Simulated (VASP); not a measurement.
# Be2ZnO3 (Cmc2_1) in VASP: notebook

The runs below take Be2ZnO3 through equation of state, with PBE.

All numbers are computed with VASP 6.6.1; they aren't measurements. Logs are shortened: lines on timing, memory, paths and dates and some standing lists are left out, and cuts for length are marked.

### Step 1. Starting point

It takes space group Cmc2_1 (No. 36, orthorhombic). The conventional cell has a = 8.732 Å, b = 5.018 Å, c = 4.637 Å, α = 90.00°, β = 90.00°, γ = 90.00°. Around Be (site symmetry 1) lie 4 O at 1.66 to 1.68 Å. Around Zn (site symmetry m) lie 4 O at 1.99 to 2.02 Å. O (site symmetry 1) has 3 Be at 1.66 to 1.68 Å as nearest neighbours. O (site symmetry m) is surrounded by 2 Be at 1.68 Å.

The cell was built by a generator and needn't be a form met in nature.

### Step 2. Equation of state, PBE, 8.47 Å³/atom

The input, INCAR:

```
PREC = Accurate ; ENCUT = 520
EDIFF = 1E-6 ; ISMEAR = 0
SIGMA = 0.03 ; LREAL = False
LASPH = True ; NELM = 100
ALGO = Normal ; ISIF = 4
LWAVE = False ; LCHARG = False
GGA = PE ; IBRION = 2
NSW = 30 ; EDIFFG = -0.02
KPAR = 4
```

The input, KPOINTS:

```
Automatic mesh
0
Gamma
  6 6 6
```

The input, POSCAR:

```
Be2ZnO3
1.0
    4.3659700000     -2.5090900000      0.0000000000
    4.3659700000      2.5090900000      0.0000000000
    0.0000000000      0.0000000000      4.6365100000
Be Zn O
4 2 6
Direct
    0.5140700000      0.8336680000      0.5050230000
    0.8336680000      0.5140700000      0.0050230000
    0.1663320000      0.4859300000      0.5050230000
    0.4859300000      0.1663320000      0.0050230000
    0.1798620000      0.8201380000      0.9954440000
    0.8201380000      0.1798620000      0.4954440000
    0.5489540000      0.8359660000      0.8646060000
    0.1640340000      0.4510460000      0.8646060000
    0.7830510000      0.2169490000      0.9300950000
    0.8359660000      0.5489540000      0.3646060000
    0.4510460000      0.1640340000      0.3646060000
    0.2169490000      0.7830510000      0.4300950000
```

Potentials or basis: VASP PAW PBE potentials, release 64 (Be, Zn, O).

Started as:

```bash
> cat potpaw_PBE.64/Be/POTCAR potpaw_PBE.64/Zn/POTCAR potpaw_PBE.64/O/POTCAR > POTCAR
> mpirun -np 4 vasp_std > vasp.out
```

OUTCAR:

```text
PREC = Accurate
   ENCUT = 520
   EDIFF = 1E-6
   ISMEAR = 0
   LREAL = False
   LASPH = True
   NELM = 100
   ISIF = 4
   GGA = PE
   IBRION = 2
   NSW = 30
   EDIFFG = -0.02

 ion  position               nearest neighbor table
   1  0.514  0.834  0.505-  11 1.66  10 1.66  12 1.68   7 1.68
   2  0.834  0.514  0.005-   8 1.66   7 1.66   9 1.68  10 1.68
   3  0.166  0.486  0.505-  10 1.66  11 1.66  12 1.68   8 1.68
   4  0.486  0.166  0.005-   7 1.66   8 1.66   9 1.68  11 1.68
   5  0.180  0.820  0.995-   7 1.99   8 1.99   9 2.01  12 2.02   6 2.94   6 2.94
   6  0.820  0.180  0.495-  10 1.99  11 1.99  12 2.01   9 2.02   5 2.94   5 2.94
   7  0.549  0.836  0.865-   4 1.66   2 1.66   1 1.68   5 1.99
   8  0.164  0.451  0.865-   2 1.66   4 1.66   3 1.68   5 1.99
   9  0.783  0.217  0.930-   2 1.68   4 1.68   5 2.01   6 2.02
  10  0.836  0.549  0.365-   3 1.66   1 1.66   2 1.68   6 1.99
  11  0.451  0.164  0.365-   1 1.66   3 1.66   4 1.68   6 1.99
  12  0.217  0.783  0.430-   1 1.68   3 1.68   6 2.01   5 2.02

  LATTYP: Found a base centered orthorhombic cell.
 ALAT       =     5.0181800000
 B/A-ratio  =     1.7400611377
 C/A-ratio  =     0.9239425449

  Lattice vectors:

 A1 = (  -4.3659700000,  -2.5090900000,   0.0000000000)
 A2 = (   4.3659700000,  -2.5090900000,   0.0000000000)
 A3 = (   0.0000000000,   0.0000000000,   4.6365100000)

Analysis of symmetry for initial positions (statically):
=====================================================================
 Subroutine PRICEL returns:
 Original cell was already a primitive cell.

 Routine SETGRP: Setting up the symmetry group for a
 base centered orthorhombic supercell.

 Subroutine GETGRP returns: Found  4 space group operations
 (whereof  2 operations were pure point group operations)
 out of a pool of  8 trial point group operations.

The static configuration has the point symmetry C_1h.
 The point group associated with its full space group is C_2v.

Analysis of symmetry for dynamics (positions and initial velocities):
=====================================================================
 Subroutine PRICEL returns:
 Original cell was already a primitive cell.

 Routine SETGRP: Setting up the symmetry group for a
 base centered orthorhombic supercell.

 Subroutine GETGRP returns: Found  4 space group operations
 (whereof  2 operations were pure point group operations)
 out of a pool of  8 trial point group operations.

The dynamic configuration has the point symmetry C_1h.
 The point group associated with its full space group is C_2v.

 Subroutine INISYM returns: Found  4 space group operations
 (whereof  2 operations are pure point group operations),
 and found     1 'primitive' translations

----------------------------------------------------------------------------------------

                                     Primitive cell

  volume of cell :     101.5823

  direct lattice vectors                    reciprocal lattice vectors
     4.365970000 -2.509090000  0.000000000     0.114522088 -0.199275435  0.000000000
     4.365970000  2.509090000  0.000000000     0.114522088  0.199275435  0.000000000
     0.000000000  0.000000000  4.636510000     0.000000000  0.000000000  0.215679466

  length of vectors
     5.035595960  5.035595960  4.636510000     0.229839090  0.229839090  0.215679466

  position of ions in fractional coordinates (direct lattice)
     0.514070000  0.833668000  0.505023000
     0.833668000  0.514070000  0.005023000
     0.166332000  0.485930000  0.505023000
     0.485930000  0.166332000  0.005023000
     0.179862000  0.820138000  0.995444000
     0.820138000  0.179862000  0.495444000
     0.548954000  0.835966000  0.864606000
     0.164034000  0.451046000  0.864606000
     0.783051000  0.216949000  0.930095000
     0.835966000  0.548954000  0.364606000
     0.451046000  0.164034000  0.364606000
     0.216949000  0.783051000  0.430095000

  ion indices of the primitive-cell ions
   primitive index   ion index
                 1           1
                 2           2
                 3           3
                 4           4
                 5           5
                 6           6
                 7           7
                 8           8
                 9           9
                10          10
                11          11
                12          12

----------------------------------------------------------------------------------------

 KPOINTS: Automatic mesh

Automatic generation of k-mesh.
 Grid dimensions read from file:
 generate k-points for:    6    6    6

 Generating k-lattice:

  Cartesian coordinates                     Fractional coordinates (reciprocal lattice)
     0.019087015 -0.033212572  0.000000000     0.166666667  0.000000000  0.000000000
     0.019087015  0.033212572  0.000000000     0.000000000  0.166666667  0.000000000
     0.000000000  0.000000000  0.035946578     0.000000000  0.000000000  0.166666667

  Length of vectors
     0.038306515  0.038306515  0.035946578

  Shift w.r.t. Gamma in fractional coordinates (k-lattice)
     0.000000000  0.000000000  0.000000000

 Subroutine IBZKPT returns following result:
 ===========================================

 Found     52 irreducible k-points:

 Following reciprocal coordinates:
            Coordinates               Weight
  0.000000  0.000000  0.000000      1.000000
  0.166667 -0.000000  0.000000      4.000000
  0.333333  0.000000  0.000000      4.000000
  0.500000  0.000000  0.000000      2.000000
  0.166667  0.166667  0.000000      2.000000
  0.333333  0.166667  0.000000      4.000000
[... 16 lines left out ...]
  0.333333  0.333333  0.166667      4.000000
  0.500000  0.333333  0.166667      8.000000
 [... further k-points ...]
   k-points           NKPTS =     52   k-points in BZ     NKDIM =     52   number of bands    NBANDS=     41
   number of dos      NEDOS =    301   number of ions     NIONS =     12
   total plane-waves  NPLWV =  57600
   dimension x,y,z NGX =    40 NGY =   40 NGZ =   36
   dimension x,y,z NGXF=    80 NGYF=   80 NGZF=   72
   ions per type =               4   2   6
   NGX,Y,Z   is equivalent  to a cutoff of  13.21, 13.21, 12.91 a.u.
   NGXF,Y,Z  is equivalent  to a cutoff of  26.41, 26.41, 25.82 a.u.
 SYSTEM =  unknown system
   PREC   = accura    normal or accurate (medium, high low for compatibility)
   ISTART =      0    job   : 0-new  1-cont  2-samecut
   ICHARG =      2    charge: 1-file 2-atom 10-const
   ISPIN  =      1    spin polarized calculation?
   LNONCOLLINEAR =      F non collinear calculations
   LSORBIT =      F    spin-orbit coupling
   LASPH  =      T    aspherical Exc in radial PAW
   ENCUT  =  520.0 eV  38.22 Ry    6.18 a.u.   9.36  9.36  8.62*2*pi/ulx,y,z
   NELM   =    100;   NELMIN=  2; NELMDL= -5     # of ELM steps
   EDIFF  = 0.1E-05   stopping-criterion for ELM
   LREAL  =      F    real-space projection
   EDIFFG = -.2E-01   stopping-criterion for IOM
   NSW    =     30    number of steps for IOM
   IBRION =      2    ionic relax: 0-MD 1-quasi-New 2-CG
   NFREE  =      1    steps in history (QN), initial steepest desc. (CG)
   ISIF   =      4    stress and relaxation
   ISYM   =      2    0-nonsym 1-usesym 2-fastsym
   POTIM  = 0.5000    time-step for ionic-motion
   TEBEG  =    0.0;   TEEND  =   0.0 temperature during run
   PSTRESS=    0.0 pullay stress
   NELECT =      68.0000    total number of electrons
   NUPDOWN=      -1.0000    fix difference up-down
   EMIN   =  10.00;   EMAX   =-10.00  energy-range for DOS
   EFERMI =   0.00;   METHOD = LEGACY
   ISMEAR =     0;   SIGMA  =   0.03  broadening in eV -4-tet -1-fermi 0-gaus
   EFERMI_NEDOS =   21; number of points for ismear=-14 and -15
   IALGO  =     38    algorithm
   IMIX   =      4    mixing-type and parameters
     AMIX     =   0.40;   BMIX     =  1.00
     AMIX_MAG =   1.60;   BMIX_MAG =  1.00
  volume/ion in A,a.u.               =       8.47        57.13
  Fermi-wavevector in a.u.,A,eV,Ry     =   1.432095  2.706267 27.904124  2.050895
  Thomas-Fermi vector in A             =   2.551760
   LORBIT       =      0    0 simple, 1 ext, 2 COOP (PROOUT), +10 PAW based schemes
   GGA     = PE    functional components
   LHFCALC =     F    Hartree Fock is set to
   AEXX    =    0.0000 exact exchange contribution
   IVDW    =     0    specifies the selected vdW correction
   LEPSILON=     F    determine dielectric tensor
   LRPA    =     F    only Hartree local field effects (RPA)
 conjugate gradient relaxation of ions
 non-spin polarized calculation
 Gauss-broadening in eV      SIGMA  =   0.03
  energy-cutoff  :      520.00
  volume of cell :      101.58
 maximum number of plane-waves:      2777
 NGX is ok and might be reduce to    40
   NGX = 19   NGY = 19   NGZ = 17

 number of electron      68.0000026 magnetization

 Free energy of the ion-electron system (eV)
  ---------------------------------------------------
  ext. energy  EPLUGINS =         0.00000000
  ---------------------------------------------------
  free energy    TOTEN  =       -74.45759997 eV

  energy without entropy =      -74.45759997  energy(sigma->0) =      -74.45759997

 E-fermi :   2.5981     XC(G=0): -11.2375

 val. band max:        2.3918871959   @ k =   0.1667   0.1667   0.5000
 cond. band min:       6.0979252551   @ k =   0.0000   0.0000   0.0000
 fundamental gap:      3.7060380591
 Fermi energy:         2.5981450358

 k-point     1 :       0.0000    0.0000    0.0000
  band No.  band energies     occupation
      1     -15.8268      2.00000
      2     -14.4361      2.00000
      3     -14.1970      2.00000
      4     -14.1684      2.00000
      5     -14.1606      2.00000
      6     -14.1399      2.00000
[... 1045 lines left out ...]
     40      12.3295      0.00000
     41      13.1343      0.00000

 [... further k-points ...]

------------------------ aborting loop because EDIFF is reached ----------------------------------------

  FORCE on cell =-STRESS in cart. coord.  units (eV):
  Direction    XX          YY          ZZ          XY          YZ          ZX
  --------------------------------------------------------------------------------------
  -------------------------------------------------------------------------------------
  Total       -0.0045744     -0.0274251      0.0304849      0.0000000      0.0000000      0.0000000
  in kB       -0.0721490     -0.4325544      0.4808135      0.0000000      0.0000000      0.0000000
  external PRESSURE =      -0.0079633 kB  Pullay stress =       0.0000000 kB

 VOLUME and BASIS-vectors are now :
 -----------------------------------------------------------------------------
  energy-cutoff  :      520.00
  volume of cell :      101.58
      direct lattice vectors                 reciprocal lattice vectors
     4.365970000 -2.509090000  0.000000000     0.114522088 -0.199275435  0.000000000
     4.365970000  2.509090000  0.000000000     0.114522088  0.199275435  0.000000000
     0.000000000  0.000000000  4.636510000     0.000000000  0.000000000  0.215679466

 POSITION                                       TOTAL-FORCE (eV/Angst)
 -----------------------------------------------------------------------------------
      5.88418      0.80190      2.34154         0.000810      0.003898      0.001531
      5.88418     -0.80190      0.02329         0.000810     -0.003898      0.001531
      2.84776      0.80190      2.34154        -0.000810      0.003898      0.001531
      2.84776     -0.80190      0.02329        -0.000810     -0.003898      0.001531
      4.36597      1.60651      4.61539         0.000000     -0.002720      0.001461
      4.36597     -1.60651      2.29713         0.000000      0.002720      0.001461
      6.04652      0.72014      4.00875         0.000802     -0.002487     -0.001034
      2.68542      0.72014      4.00875        -0.000802     -0.002487     -0.001034
      4.36597     -1.42040      4.31239         0.000000     -0.002651     -0.002455
      6.04652     -0.72014      1.69050         0.000802      0.002487     -0.001034
      2.68542     -0.72014      1.69050        -0.000802      0.002487     -0.001034
      4.36597      1.42040      1.99414         0.000000      0.002651     -0.002455
 -----------------------------------------------------------------------------------
    total drift:                                0.000001      0.000000     -0.003736

  FREE ENERGIE OF THE ION-ELECTRON SYSTEM (eV)
  ---------------------------------------------------
  free  energy   TOTEN  =       -74.4575999662 eV

  energy  without entropy=      -74.4575999662  energy(sigma->0) =      -74.45759997

 reached required accuracy - stopping structural energy minimisation
```

Run time: 84 s. Hardware: 4 MPI ranks of Intel Xeon Platinum 8488C (Sapphire Rapids), shared host; peak memory 0.33 GiB.

Results:

```yaml
Free_energy: -74.4576 eV
Pressure: 0.0 GPa
Largest_force: 0.004 eV/Å
Band_gap_on_the_k_mesh: 3.71 eV, indirect (least direct gap 3.74 eV)
```

### Step 3. Equation of state, PBE, 8.21 Å³/atom (volume scaled by 0.97)

INCAR is that of step 2.

KPOINTS is that of step 2.

POSCAR, as its differences from that of step 2:

```diff
@@ -2,5 +2,5 @@
 1.0
-    4.3659700000     -2.5090900000      0.0000000000
-    4.3659700000      2.5090900000      0.0000000000
-    0.0000000000      0.0000000000      4.6365100000
+    4.3218662776     -2.4837439237      0.0000000000
+    4.3218662776      2.4837439237      0.0000000000
+    0.0000000000      0.0000000000      4.5896733635
 Be Zn O
```

Potentials or basis: VASP PAW PBE potentials, release 64 (Be, Zn, O).

Started as:

```bash
> cat potpaw_PBE.64/Be/POTCAR potpaw_PBE.64/Zn/POTCAR potpaw_PBE.64/O/POTCAR > POTCAR
> mpirun -np 4 vasp_std > vasp.out
```

It took 1.7 min on 4 MPI ranks of Intel Xeon Platinum 8488C (Sapphire Rapids), shared host; peak memory 0.34 GiB.

It converged, with:

| Property | Result |
| --- | --- |
| Free energy | -74.3995 eV |
| Pressure | 5.8 GPa |
| Largest force | 0.020 eV/Å |
| Band gap on the k mesh | 3.85 eV, indirect (least direct gap 3.89 eV) |

### Step 4. Equation of state, PBE, 8.72 Å³/atom (volume scaled by 1.03)

INCAR is that of step 3.

KPOINTS is that of step 3.

POSCAR, as its differences from that of step 3:

```diff
@@ -2,5 +2,5 @@
 1.0
-    4.3218662776     -2.4837439237      0.0000000000
-    4.3218662776      2.4837439237      0.0000000000
-    0.0000000000      0.0000000000      4.5896733635
+    4.4092002372     -2.5339340910      0.0000000000
+    4.4092002372      2.5339340910      0.0000000000
+    0.0000000000      0.0000000000      4.6824190253
 Be Zn O
```

Started as:

```bash
> cat potpaw_PBE.64/Be/POTCAR potpaw_PBE.64/Zn/POTCAR potpaw_PBE.64/O/POTCAR > POTCAR
> mpirun -np 4 vasp_std > vasp.out
```

Wall time 3 min (4 MPI ranks of Intel Xeon Platinum 8488C (Sapphire Rapids), shared host); peak memory 0.35 GiB.

It converged, with:

| Property | Result |
| --- | --- |
| Free energy | -74.4132 eV |
| Pressure | -5.0 GPa |
| Largest force | 0.015 eV/Å |
| Band gap on the k mesh | 3.58 eV, indirect (least direct gap 3.60 eV) |

### Step 5. Equation of state, PBE, 7.96 Å³/atom (volume scaled by 0.94)

INCAR is that of step 4.

KPOINTS is that of step 4.

POSCAR, as its differences from that of step 4:

```diff
@@ -2,5 +2,5 @@
 1.0
-    4.4092002372     -2.5339340910      0.0000000000
-    4.4092002372      2.5339340910      0.0000000000
-    0.0000000000      0.0000000000      4.6824190253
+    4.2768435631     -2.4578697095      0.0000000000
+    4.2768435631      2.4578697095      0.0000000000
+    0.0000000000      0.0000000000      4.5418607889
 Be Zn O
```

Started as:

```bash
> cat potpaw_PBE.64/Be/POTCAR potpaw_PBE.64/Zn/POTCAR potpaw_PBE.64/O/POTCAR > POTCAR
> mpirun -np 4 vasp_std > vasp.out
```

It took 3.9 min on 4 MPI ranks of Intel Xeon Platinum 8488C (Sapphire Rapids), shared host; peak memory 0.34 GiB.

The run converged. Its results:

```yaml
Free_energy: -74.2225 eV
Pressure: 12.5 GPa
Largest_force: 0.014 eV/Å
Band_gap_on_the_k_mesh: 3.98 eV, indirect (least direct gap 4.04 eV)
```

### Step 6. Equation of state, PBE, 8.97 Å³/atom (volume scaled by 1.06)

INCAR is that of step 5.

KPOINTS is that of step 5.

POSCAR, as its differences from that of step 5:

```diff
@@ -2,5 +2,5 @@
 1.0
-    4.2768435631     -2.4578697095      0.0000000000
-    4.2768435631      2.4578697095      0.0000000000
-    0.0000000000      0.0000000000      4.5418607889
+    4.4515989943     -2.5583003366      0.0000000000
+    4.4515989943      2.5583003366      0.0000000000
+    0.0000000000      0.0000000000      4.7274450473
 Be Zn O
```

Potentials or basis: VASP PAW PBE potentials, release 64 (Be, Zn, O).

Started as:

```bash
> cat potpaw_PBE.64/Be/POTCAR potpaw_PBE.64/Zn/POTCAR potpaw_PBE.64/O/POTCAR > POTCAR
> mpirun -np 4 vasp_std > vasp.out
```

It took 3.3 min on 4 MPI ranks of Intel Xeon Platinum 8488C (Sapphire Rapids), shared host; peak memory 0.35 GiB.

The run converged. Its results:

* Free energy: -74.2806 eV
* Pressure: -9.3 GPa
* Largest force: 0.011 eV/Å
* Band gap on the k mesh: 3.46 eV, indirect (least direct gap 3.46 eV)

### Step 7. Equation of state, PBE, 7.70 Å³/atom (volume scaled by 0.91)

INCAR is that of step 6.

KPOINTS is that of step 6.

POSCAR, as its differences from that of step 6:

```diff
@@ -2,5 +2,5 @@
 1.0
-    4.4515989943     -2.5583003366      0.0000000000
-    4.4515989943      2.5583003366      0.0000000000
-    0.0000000000      0.0000000000      4.7274450473
+    4.2308524335     -2.4314389545      0.0000000000
+    4.2308524335      2.4314389545      0.0000000000
+    0.0000000000      0.0000000000      4.4930197909
 Be Zn O
```

Started as:

```bash
> cat potpaw_PBE.64/Be/POTCAR potpaw_PBE.64/Zn/POTCAR potpaw_PBE.64/O/POTCAR > POTCAR
> mpirun -np 4 vasp_std > vasp.out
```

Run time: 3.2 min. Hardware: 4 MPI ranks of Intel Xeon Platinum 8488C (Sapphire Rapids), shared host; peak memory 0.31 GiB.

The run converged. Its results:

```
Free energy            : -73.9075 eV
Pressure               : 20.3 GPa
Largest force          : 0.012 eV/Å
Band gap on the k mesh : 4.12 eV, indirect (least direct gap 4.20 eV)
```

### Step 8. Equation of state, PBE, 9.23 Å³/atom (volume scaled by 1.09)

INCAR is that of step 7.

KPOINTS is that of step 7.

POSCAR, as its differences from that of step 7:

```diff
@@ -2,5 +2,5 @@
 1.0
-    4.2308524335     -2.4314389545      0.0000000000
-    4.2308524335      2.4314389545      0.0000000000
-    0.0000000000      0.0000000000      4.4930197909
+    4.4932051348     -2.5822110714      0.0000000000
+    4.4932051348      2.5822110714      0.0000000000
+    0.0000000000      0.0000000000      4.7716293377
 Be Zn O
```

Started as:

```bash
> cat potpaw_PBE.64/Be/POTCAR potpaw_PBE.64/Zn/POTCAR potpaw_PBE.64/O/POTCAR > POTCAR
> mpirun -np 4 vasp_std > vasp.out
```

Wall time 3.4 min (4 MPI ranks of Intel Xeon Platinum 8488C (Sapphire Rapids), shared host); peak memory 0.35 GiB.

It converged, with:

```
Free energy            : -74.0718 eV
Pressure               : -13.0 GPa
Largest force          : 0.019 eV/Å
Band gap on the k mesh : 3.33 eV, direct
```
